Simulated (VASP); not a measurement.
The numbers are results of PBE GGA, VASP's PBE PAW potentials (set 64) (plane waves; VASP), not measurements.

Input for VASP

File KPOINTS:
```
kpoints
0
G
  8 8 5
0 0 0
```

**POSCAR**
```
Mg3Sb2
1.0
  2.1093986115  -3.6535862881   0.0000000000
  2.1093986115   3.6535862881   0.0000000000
  0.0000000000   0.0000000000   6.5841481767
Mg Sb
3 2
Cart
  0.0000000000   0.0000000000   0.0000000000
  2.1093986115   1.2178645318   4.1444694625
  2.1093986115  -1.2178645318   2.4396787142
  2.1093986115   1.2178645318   1.4052919721
  2.1093986115  -1.2178645318   5.1788562046
```

INCAR:
```
ALGO = Normal   ! blocked Davidson
LMAXMIX = 4   ! l cut-off of mixed one-centre charges
PSTRESS = 200   ! kbar
LASPH = .TRUE.   ! aspherical one-centre terms
NSW = 40   ! most ionic steps
ENCUT = 500
EDIFF = 1E-6
LWAVE = .FALSE.
PREC = Accurate
LCHARG = .FALSE.
ISIF = 3
SIGMA = 0.1
GGA = PE
ISMEAR = 1
EDIFFG = -0.02
LREAL = .FALSE.   ! projection in real space or not
SYSTEM = Mg3Sb2
IBRION = 2
NELM = 100   ! most electronic steps
```

POTCAR, in this order: Mg Sb (PBE.64 set). Program: vasp_std.

Question: What will the output report for the number of irreducible k-points (NKPTS), largest plane-wave count, number of space-group operations, FFT grid (NGX, NGY, NGZ)?

Answer: 
```json
{
  "number of irreducible k-points (NKPTS)": "40",
  "largest_plane_wave_count": "2623",
  "number_of_space_group_operations": "12",
  "FFT grid (NGX, NGY, NGZ)": "32 × 32 × 48"
}
```

The compound is Mg3Sb2 in the a-la2o3 structure. This run relaxes it under an external pressure of 20 GPa. Symmetry was kept, so distortions that lower it aren't found.
